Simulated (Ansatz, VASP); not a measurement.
# Ni (Nickel) in two plane-wave programs, part 2 of 2

Aim: how closely do two programs agree when they are given the same cell, functional and k mesh? The cell is taken from a series of VASP runs on this material, whose earlier steps may have relaxed, scaled or displaced it; both programs get it as it stands.

VASP 6.6.1 and Ansatz 0.2.0.

So far: The starting structure; VASP: relaxation of cell and atoms, LDA; Ansatz: relaxation of cell and atoms, LDA.

## 4. Side by side

Known differences besides the potentials themselves: the two LDA forms differ slightly; both relaxations stop at a tolerance, which leaves soft axes loose, and VASP keeps its plane-wave basis; the data sets hold 18 valence electrons in Ansatz (default PAW (the set named soft_2) files) and 10 in VASP; the cutoff is 420 eV in Ansatz and 450 eV in VASP; VASP's log shows a relativistic correction to its local exchange, Ansatz's none; Ansatz adds a Pulay correction to the stress that steers its cell, VASP none; site moments are counted in spheres of each program's own size. Total energies have different zeros and are not compared.

Both answers:

```
                                         quantity  Ansatz   VASP  difference
                                      volume (Å³)   10.03  10.02     +0.19 %
edge a after relaxation, in the typed setting (Å)   2.421  2.420     +0.06 %
                                total moment (μB)    0.62   0.57       +0.04
                               moment on Ni1 (μB)    0.64   0.57       +0.07
```

The walks stopped with 0.00 GPa left in Ansatz and 0.00 GPa in VASP; each walk ends within a tolerance, so the volume difference is uncertain by about these residues over the bulk modulus, most in soft cells.

## 5. Ansatz: relaxation of cell and atoms, PBEsol with D3(BJ)

The relaxed volume is the usual yardstick between codes: its relative difference is about their pressure difference at one cell divided by the bulk modulus. The cell compared in this pair holds 10.08 Å³, against 10.03 Å³ for the pair before.

The cell is taken from a series of VASP runs on this material, whose earlier steps may have relaxed, scaled or displaced it; both programs get it as it stands.

input.yaml reads:

```yaml
crystal:
  lattice:
    - [0.0, 1.7144375583, 1.7144375583]
    - [1.7144375583, 0.0, 1.7144375583]
    - [1.7144375583, 1.7144375583, 0.0]
  atoms:
    - { symbol: Ni, position: [0.0, 0.0, 0.0], spin: 1.0 }
hamiltonian:
  xc: pbesol
  pseudopotentials: { kind: paw }
  dispersion: d3bj
magnetization:
  spin_polarized: true
kpoints:
  mp_grid: { grid: [22, 22, 22] }
scf:
  occupations: { method: methfessel_paxton, width: 0.15 }
relax:
  f_tol: 0.01
  max_steps: 60
  cell: { stress_tol: 0.05 }
output:
  forces: true
  stress: true
```

Launch:

```bash
$ ansatz run input.yaml --threads 4 --pin off --max-ram 9216MiB --backend cpu --events-out ev --progress --plain --runs-dir out
```

Numbers of over 12 decimals in the logs are rounded to 6 here.

Log:

```text
[...]
Crystal: 1 atoms, lattice volume = 10.078 Å³
Basis set: ecut = 420 eV, 181 PW (Γ), exchange–correlation on 36×36×36 points (8 copies of the dense FFT grid, shifted against one another)
Bands: 14, of which v1, the nominal top of the filled ones, is band 9 counted from 1 (8 counted from 0)
Symmetry: 48 space group operations
[...]
-0.000000       0.000072      -0.000000
       -0.000000      -0.000000       0.000072
  P = ⅓ Tr σ = 0.0001 GPa (0.001 kbar)
--- Relaxed structure (3 steps of the walk, 3 accepted, 1 SCFs on fresh bases) ---
[...]
cell:  # Å, volume = 10.0885 Å³
    - [0, 1.715006, 1.715006]
    - [1.715006, 0, 1.715006]
    - [1.715006, 1.715006, 0]
  atoms:
    - { symbol: Ni, position: [0.0, 0.0, 0.0] }
[key lines of the parts left out:]
SCF converged after 6 iterations
Magnetization: 0.6425 μB (9.3212 up, 8.6788 down)
Free energy (F): -5805.417046 eV
Fermi energy:    19.797773 eV
```

Elapsed: 7.1 s, on 4 threads of Intel Xeon Platinum 8375C at 2.90GHz (Ice Lake), shared host; peak memory 0.45 GiB.

## 6. VASP: relaxation of cell and atoms, PBEsol with D3(BJ)

The same cell, functional, mesh and smearing now go to VASP, with its own data sets and cutoff.

INCAR reads:

```
SYSTEM = Ni
PREC = Accurate
ENCUT = 450
EDIFF = 1E-06
NELM = 100
ISMEAR = 1
SIGMA = 0.15
LREAL = .FALSE.
ALGO = Normal
GGA = PS
IVDW = 12
NBANDS = 11
ISPIN = 2
MAGMOM = 1
LMAXMIX = 4
LORBIT = 11
LWAVE = .FALSE.
LCHARG = .FALSE.
KPAR = 4
IBRION = 2
NSW = 50
ISIF = 3
EDIFFG = -0.006
```

POSCAR reads:

```
Ni
1.0
    0.0000000000      1.7144375583      1.7144375583
    1.7144375583      0.0000000000      1.7144375583
    1.7144375583      1.7144375583      0.0000000000
Ni
1
Direct
    0.0000000000      0.0000000000      0.0000000000
```

KPOINTS reads:

```
Automatic mesh
0
Gamma
22 22 22
0 0 0
```

Potentials, in the order of the species: Ni (PBE family, release 64).

Launch:

```bash
$ mpirun -np 4 vasp_std
```

Log:

```text
[banner, memory and clock lines left out]
running    4 mpi-ranks, on    1 nodes
[...]
|                                                                             |
|               ----> ADVICE to this user running VASP <----                  |
|                                                                             |
|     You enforced a specific xc type in the INCAR file but a different       |
|     [... a line on the potential file left out ...]
|     I HOPE YOU KNOW WHAT YOU ARE DOING!                                     |
|                                                                             |

 LDA part: xc-table for (Slater+PW92), standard interpolation
 POSCAR, INCAR and KPOINTS ok, starting setup
[...]
entering main loop
       N       E                     dE             d eps       ncg     rms          rms(c)
DAV:   1     0.253193500800E+02    0.25319E+02   -0.42580E+03 15052   0.107E+03
DAV:   2    -0.652859355147E+01   -0.31848E+02   -0.29942E+02 14990   0.163E+02
[...]
DAV:   3    -0.612598932729E+01    0.19847E-03   -0.13337E-03 17306   0.517E-01    0.373E-02
DAV:   4    -0.612597474652E+01    0.14581E-04   -0.96678E-06 16551   0.245E-02    0.215E-02
DAV:   5    -0.612597235894E+01    0.23876E-05   -0.39062E-06 13186   0.136E-02    0.396E-03
DAV:   6    -0.612597228495E+01    0.73995E-07   -0.25454E-07  7688   0.460E-03
   2 F= -.65775391E+01 E0= -.65774630E+01  d E =0.116740E-04  mag=     0.6292
 trial-energy change:    0.000012  1 .order    0.000009   -0.000030    0.000049
 step:   0.3828(harm=  0.3828)  dis= 0.00000  next Energy=    -6.577557 (dE=-0.581E-05)
[...]
N       E                     dE             d eps       ncg     rms          rms(c)
DAV:   1    -0.612686780816E+01   -0.89545E-03   -0.41524E-03 17186   0.983E-01    0.145E-01
DAV:   2    -0.612665746443E+01    0.21034E-03   -0.37690E-03 17612   0.819E-01    0.719E-02
DAV:   3    -0.612658132756E+01    0.76137E-04   -0.51365E-04 17288   0.321E-01    0.232E-02
DAV:   4    -0.612657547385E+01    0.58537E-05   -0.37892E-06 14977   0.155E-02    0.134E-02
DAV:   5    -0.612657454663E+01    0.92723E-06   -0.14825E-06  8612   0.844E-03
   3 F= -.65775538E+01 E0= -.65774817E+01  d E =-.305132E-05  mag=     0.6296
[...]
reached required accuracy - stopping structural energy minimisation
```

From OUTCAR (step 6):

```text
 Edisp (eV)   -0.45157

 Edisp (eV)   -0.45098

  Total       0.00579     0.00579     0.00579    -0.00000     0.00000     0.00000
  in kB       0.92054     0.92054     0.92054    -0.00000     0.00000     0.00000
  external pressure =        0.92 kB  Pullay stress =        0.00 kB

 POSITION                                       TOTAL-FORCE (eV/Angst)
 -----------------------------------------------------------------------------------
      0.00000      0.00000      0.00000         0.000000      0.000000      0.000000
 -----------------------------------------------------------------------------------
    total drift:                                0.000000      0.000000     -0.000000

  FREE ENERGIE OF THE ION-ELECTRON SYSTEM (eV)
  ---------------------------------------------------
  free  energy   TOTEN  =        -6.5775538200 eV

  energy  without entropy=       -6.5773375422  energy(sigma->0) =       -6.57748173

 magnetization (x)
# of ion       s       p       d       tot
------------------------------------------
    1       -0.006  -0.024   0.662   0.632

[... 2 parts as in an earlier step ...]

[... 2 further parts left out ...]
[key lines of the parts left out:]
E-fermi :  10.3304
```

Dispersion corrections of this kind ignore metallic screening and tend to overbind metals.

## 7. Differences

What differs besides the data sets and the points named for the pairs above, as far as they apply: Ansatz makes its cores anew for this functional, VASP keeps those of its PBE data sets; VASP leaves aspherical gradient terms in its spheres out (LASPH is not set), Ansatz keeps them. Total energies have different zeros and are not compared.

The two programs side by side:

```csv
quantity,Ansatz,VASP,difference
volume (Å³),10.09,10.07,+0.18 %
"edge a after relaxation, in the typed setting (Å)",2.425,2.424,+0.06 %
total moment (μB),0.64,0.63,+0.01
moment on Ni1 (μB),0.68,0.63,+0.04
```

The walks stopped with 0.00 GPa left in Ansatz and 0.09 GPa in VASP; each walk ends within a tolerance, so the volume difference is uncertain by about these residues over the bulk modulus, most in soft cells.

## 8. Outcome

```yaml
difference_in_volume_relaxation_of_cell_and_atoms_lda: 0.19 %
difference_in_volume_relaxation_of_cell_and_atoms_pbesol_with_d3_bj: 0.18 %
```

In words: The difference in volume is 0.19 % (relaxation of cell and atoms, LDA), within the 1.2 % picked in this series as the mark of a large difference, as far as the stopping tolerances let one tell. Such differences can come from data sets, numerical settings and the points named under the comparisons, not from the functional's error against experiment.

[Lines on the potential files, build, host, timing and source positions are cut from VASP's logs without a mark.]

[Logs are printed without paths, hosts, clocks, repeated set-up lines and the standing remarks that a program may print on its own settings, such as how far it seeks lower states.]

[Hosts, paths, dates, database ids (printed as entryN), source tags and the programs' standing remarks are cut or masked in the printed files.]
